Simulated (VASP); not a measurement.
These are r2SCAN+rVV10, VASP's PBE PAW potentials (set 64) (plane waves; VASP) values and carry that method's errors.

The input files of a VASP run:

KPOINTS:
```
K-points
0
gamma
6 6 6
0 0 0
```

**INCAR**
```
SYSTEM = BaTiO3
PREC = Accurate
ENCUT = 520
EDIFF = 1E-7
NELM = 100
ALGO = Normal
LREAL = .FALSE.
LASPH = .TRUE.
ISMEAR = 0
SIGMA = 0.05
METAGGA = R2SCAN
LUSE_VDW = .TRUE.
BPARAM = 11.95
CPARAM = 0.0093
LMIXTAU = .TRUE.
LMAXMIX = 4
LWAVE = .FALSE.
LCHARG = .FALSE.
ISIF = 2
```

**POSCAR**
```
BaTiO3
1
    3.9169726460     0.0000000000     0.0000000000
    0.0000000000     3.9169726460     0.0000000000
    0.0000000000     0.0000000000     3.9169726460
Ba Ti O
1 1 3
Direct
  0.0000000000   0.0000000000   0.0000000000
  0.5000000000   0.5000000000   0.5000000000
  0.5000000000   0.0000000000   0.5000000000
  0.0000000000   0.5000000000   0.5000000000
  0.5000000000   0.5000000000   0.0000000000
```

POTCAR, in this order: Ba_sv Ti_sv O (PBE.64 set). Program: vasp_std.

Unless said otherwise, spin-orbit coupling is left out, though it shifts the bands of the heavy elements here.

Question: Estimate the energy per atom (σ→0), pressure, band gap (on the k-mesh).

Answer: 
- energy per atom (σ→0) = -14.635 eV/atom
- band gap (on the k-mesh) = 2.28 eV
- pressure = 13.09 GPa

OSZICAR:
```
...
DAV:  21    -0.731751015220E+02    0.26100E-04   -0.52789E-05  1304   0.505E-02    0.534E-02
DAV:  22    -0.731750978806E+02    0.36414E-05   -0.66050E-06  1208   0.227E-02    0.506E-02
DAV:  23    -0.731750807553E+02    0.17125E-04   -0.42398E-05  1216   0.592E-02    0.233E-02
DAV:  24    -0.731750811427E+02   -0.38739E-06   -0.38234E-06  1280   0.200E-02    0.172E-02
DAV:  25    -0.731750787829E+02    0.23598E-05   -0.42561E-06  1192   0.178E-02    0.733E-03
DAV:  26    -0.731750777919E+02    0.99099E-06   -0.13938E-06  1280   0.776E-03    0.160E-03
DAV:  27    -0.731750777147E+02    0.77238E-07   -0.63301E-08   480   0.283E-03
   1 F= -.73175078E+02 E0= -.73175078E+02  d E =-.350057E-13
```

The compound is BaTiO3 in the cubic perovskite structure, the ideal cubic form; the compound distorts at low or room temperature. This cell is one point of a volume scan, at 0.94 of the reference volume.
